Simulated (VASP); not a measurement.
An input for Ansatz (written as the equivalent of a VASP run, and not itself run):

Ansatz 0.2 input:
```yaml
crystal:
  lattice:
    - [0.0000000, 2.7817569, 2.7817569]
    - [2.7817569, 0.0000000, 2.7817569]
    - [2.7817569, 2.7817569, 0.0000000]
  atoms:
    - { symbol: Ge, position: [0.0000000, 0.0000000, 0.0000000] }
    - { symbol: Se, position: [0.5000000, 0.5000000, 0.5000000] }
kpoints:
  mp_grid: { grid: [7, 7, 7] }
hamiltonian:
  xc: pbesol
  pseudopotentials: { kind: paw }
scf:
  occupations: { method: gaussian, width: 0.05 }
  max_iter: 100
relax:
  max_steps: 60
  f_tol: 0.01
  cell: {}
output: { forces: true, stress: true, eigenvalues: true }
```

Task: Translate this input to VASP (INCAR, KPOINTS, POSCAR, choice of POTCAR).

Result: This is not unique; one that fits is 
File KPOINTS:
```
Automatic mesh
0
Gamma
7 7 7
0 0 0
```

### POSCAR
```
GeSe
1.0
  0.0000000000   2.7817569365   2.7817569365
  2.7817569365   0.0000000000   2.7817569365
  2.7817569365   2.7817569365   0.0000000000
Ge Se
1 1
Cart
  0.0000000000   0.0000000000   0.0000000000
  2.7817569365   2.7817569365   2.7817569365
```

**INCAR**
```
NSW=60   # most ionic steps
GGA=PS
LASPH=.TRUE.
LWAVE=.FALSE.
EDIFFG=-0.01   # ionic stop
LCHARG=.FALSE.
SIGMA=0.05
ISIF=3   # ions, shape and volume
LMAXMIX=4   # l cut-off of mixed one-centre charges
PREC=Accurate
ALGO=Normal   # blocked Davidson
NELM=100   # most electronic steps
IBRION=2
EDIFF=1E-6   # SCF stop (eV)
ENCUT=400   # plane-wave cut-off (eV)
ISMEAR=0
SYSTEM=GeSe
LREAL=.FALSE.   # projection in real space or not
```

POTCAR, in this order: Ge_d Se (PBE.64 set). Program: vasp_std.

What does not carry over: each code has its own PAW files, so the cut-off isn't converted (ENCUT is set for VASP's; basis.ecutwfc is left out, and Ansatz then takes the one that its files recommend); Ansatz stops its SCF on the density residual and VASP on the energy change (EDIFF).

The structure was generated: GeSe was put into the rock salt type (Fm-3m), which need not be its known phase. This run relaxes it. Symmetry was kept, so distortions that lower it aren't found. The start is the result of an earlier pass.
